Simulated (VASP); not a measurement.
OSZICAR of a VASP run on Lu (hcp):

OSZICAR:
```
       N       E                     dE             d eps       ncg     rms          rms(c)
DAV:   1     0.479993728845E+02    0.47999E+02   -0.87006E+03  3423   0.147E+03
DAV:   2    -0.630569165579E+01   -0.54305E+02   -0.53030E+02  3348   0.733E+02
DAV:   3    -0.878755356396E+01   -0.24819E+01   -0.23519E+01  3566   0.679E+01
DAV:   4    -0.890870173694E+01   -0.12115E+00   -0.11336E+00  3657   0.103E+01
DAV:   5    -0.891473489624E+01   -0.60332E-02   -0.60100E-02  3419   0.192E+00    0.248E+01
DAV:   6    -0.889777375194E+01    0.16961E-01   -0.38188E-02  3347   0.436E+00    0.147E+01
DAV:   7    -0.890221327404E+01   -0.44395E-02   -0.71613E-02  3214   0.580E+00    0.370E-01
DAV:   8    -0.890206792865E+01    0.14535E-03   -0.50850E-03  3294   0.107E+00    0.918E-02
DAV:   9    -0.890208090270E+01   -0.12974E-04   -0.21699E-04  3414   0.231E-01    0.308E-02
DAV:  10    -0.890207611067E+01    0.47920E-05   -0.24000E-05  3353   0.800E-02    0.364E-02
DAV:  11    -0.890207668477E+01   -0.57410E-06   -0.17899E-06  3329   0.205E-02    0.278E-03
DAV:  12    -0.890207687760E+01   -0.19283E-06   -0.79555E-08  1939   0.709E-03    0.138E-03
DAV:  13    -0.890207686158E+01    0.16019E-07   -0.26296E-08  1768   0.968E-03
   1 F= -.89020769E+01 E0= -.89021575E+01  d E =-.890208E+01
       N       E                     dE             d eps       ncg     rms          rms(c)
DAV:   1    -0.890221704037E+01   -0.14016E-03   -0.45625E-03  3093   0.951E-01    0.527E-02
DAV:   2    -0.890215394852E+01    0.63092E-04   -0.13997E-04  3334   0.186E-01    0.295E-02
DAV:   3    -0.890212180809E+01    0.32140E-04   -0.35524E-05  3767   0.777E-02    0.160E-02
DAV:   4    -0.890212183178E+01   -0.23688E-07   -0.47598E-06  3279   0.197E-02    0.613E-03
DAV:   5    -0.890212181496E+01    0.16826E-07   -0.73588E-08  1617   0.802E-03
   2 F= -.89021218E+01 E0= -.89021911E+01  d E =-.449534E-04
```

Problem. Which electronic solver shows in the log?

Solution. It is blocked Davidson (ALGO = Normal, or the opening steps of other solvers). The INCAR had ALGO = Normal.

Problem. Can the final energy be trusted as converged?

Solution. Self-consistency was reached. It stopped with EDIFF = 1E-7, NELM = 100, NSW = 30 and EDIFFG = -0.01 after 2 ionic steps (PBE GGA, plane waves, VASP's PBE PAW potentials (set 64)).

The compound is Lu in the hcp structure. This cell is one point of a volume scan, at 1.03 of the reference volume. Symmetry was kept, so distortions that lower it aren't found.
